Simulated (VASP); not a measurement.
Output of a VASP run:

**OSZICAR**
```
       N       E                     dE             d eps       ncg     rms          rms(c)
DAV:   1     0.779340897276E+03    0.77934E+03   -0.34539E+04  3072   0.223E+03
DAV:   2     0.396359230715E+02   -0.73970E+03   -0.71494E+03  3352   0.611E+02
DAV:   3    -0.424073934794E+02   -0.82043E+02   -0.80975E+02  3480   0.204E+02
DAV:   4    -0.450676918182E+02   -0.26603E+01   -0.25847E+01  3712   0.345E+01
DAV:   5    -0.451068131451E+02   -0.39121E-01   -0.39116E-01  3208   0.492E+00    0.246E+01
DAV:   6    -0.418587226632E+02    0.32481E+01   -0.22141E+01  3728   0.368E+01    0.178E+01
DAV:   7    -0.418909920251E+02   -0.32269E-01   -0.16598E+00  3240   0.114E+01    0.117E+01
DAV:   8    -0.417612340458E+02    0.12976E+00   -0.34181E-01  3352   0.533E+00    0.387E+00
DAV:   9    -0.418793582639E+02   -0.11812E+00   -0.72134E-02  3832   0.299E+00    0.833E-01
DAV:  10    -0.418810331743E+02   -0.16749E-02   -0.13222E-02  3120   0.766E-01    0.159E-01
DAV:  11    -0.418810875047E+02   -0.54330E-04   -0.31825E-04  3800   0.156E-01    0.681E-02
DAV:  12    -0.418811001482E+02   -0.12643E-04   -0.36133E-05  3408   0.494E-02    0.310E-02
DAV:  13    -0.418811049828E+02   -0.48347E-05   -0.69258E-06  2880   0.221E-02    0.988E-03
DAV:  14    -0.418811050071E+02   -0.24294E-07   -0.96832E-07  1768   0.891E-03
   1 F= -.39698501E+02 E0= -.39698501E+02  d E =-.396985E+02  mag=     0.0000
```

File OUTCAR:
```
------------------------ aborting loop because EDIFF is reached ----------------------------------------
  FORCE on cell =-STRESS in cart. coord.  units (eV):
  Direction    XX          YY          ZZ          XY          YZ          ZX
  --------------------------------------------------------------------------------------
  Total        2.1696910      2.1696910      2.1820019      0.0000000      0.0000000      0.0000000
  in kB       49.7041878     49.7041878     49.9862130      0.0000000      0.0000000      0.0000000
  external PRESSURE =      -0.2018038 kB  Pullay stress =      50.0000000 kB
  volume of cell :       69.94
      direct lattice vectors                 reciprocal lattice vectors
     4.686258632  0.000000000  0.000000000     0.213389844  0.000000000  0.000000000
     0.000000000  4.686258632  0.000000000     0.000000000  0.213389844  0.000000000
     0.000000000  0.000000000  3.184659265     0.000000000  0.000000000  0.314005335
 POSITION                                       TOTAL-FORCE (eV/Angst)
 -----------------------------------------------------------------------------------
      0.00000      0.00000      0.00000         0.000000      0.000000      0.000000
      2.34313      2.34313      1.59233         0.000000      0.000000      0.000000
      1.41246      1.41246      0.00000         0.003345      0.003345      0.000000
      3.75559      0.93067      1.59233         0.003345     -0.003345      0.000000
      0.93067      3.75559      1.59233        -0.003345      0.003345      0.000000
      3.27380      3.27380      0.00000        -0.003345     -0.003345      0.000000
 -----------------------------------------------------------------------------------
    total drift:                                0.000000     -0.000000     -0.000000
  FREE ENERGIE OF THE ION-ELECTRON SYSTEM (eV)
  ---------------------------------------------------
  free  energy   TOTEN  =       -41.8811050071 eV

  energy  without entropy=      -41.8811050071  energy(sigma->0) =      -41.88110501
  enthalpy is  TOTEN    =       -39.6985012342 eV   P V=        2.1826037729

 total charge

# of ion       s       p       d       tot
------------------------------------------
    1        0.194   6.192   5.036  11.422
    2        0.194   6.192   5.036  11.422
    3        1.724   4.361   0.000   6.085
    4        1.724   4.361   0.000   6.085
    5        1.724   4.361   0.000   6.085
    6        1.724   4.361   0.000   6.085
--------------------------------------------------
tot          7.284  29.827  10.072  47.183

 magnetization (x)

# of ion       s       p       d       tot
------------------------------------------
    1        0.013   0.012   4.383   4.408
    2       -0.013  -0.012  -4.383  -4.408
    3       -0.003  -0.029   0.000  -0.032
    4        0.003   0.029   0.000   0.032
    5        0.003   0.029   0.000   0.032
    6       -0.003  -0.029   0.000  -0.032
--------------------------------------------------
tot          0.000   0.000  -0.000  -0.000

 reached required accuracy - stopping structural energy minimisation
```
(Selected blocks of OUTCAR.)

POSCAR:
```
MnF2
1
    4.6862586322     0.0000000000     0.0000000000
   -0.0000000000     4.6862586322     0.0000000000
    0.0000000000     0.0000000000     3.1846592648
Mn F
2 4
Direct
  0.0000000000   0.0000000000   0.0000000000
  0.5000000000   0.5000000000   0.5000000000
  0.3014050011   0.3014050011   0.0000000000
  0.8014050011   0.1985949989   0.5000000000
  0.1985949989   0.8014050011   0.5000000000
  0.6985949989   0.6985949989   0.0000000000
```

Reconstruct the remaining input files.

One answer among several that fit: the input of the run itself, LDA (Ceperley-Alder, Perdew-Zunger), plane waves, VASP's LDA PAW potentials (set 64).

**KPOINTS**
```
Automatic mesh
0
Gamma
5 5 7
0 0 0
```

INCAR:
```
! general
SYSTEM  = MnF2
PREC    = Accurate
ENCUT   = 620
LREAL   = .False.
LASPH   = .True.

! electronic loop
EDIFF   = 1E-6
NELM    = 100
ALGO    = Normal
LMAXMIX = 4

! smearing
ISMEAR  = 0
SIGMA   = 0.05

! spin
ISPIN   = 2
MAGMOM  = 4.4 -4.4 -0.0 0.0 0.0 -0.0

! ions
IBRION  = 2
NSW     = 40
ISIF    = 3
EDIFFG  = -0.02
PSTRESS = 50

! output
LWAVE   = .False.
LCHARG  = .False.
LORBIT  = 10
```

POTCAR, in this order: Mn_pv F (LDA.64 set). Program: vasp_std.

The compound is MnF2 in the rutile structure. It was relaxed first under an external pressure of 5 GPa.
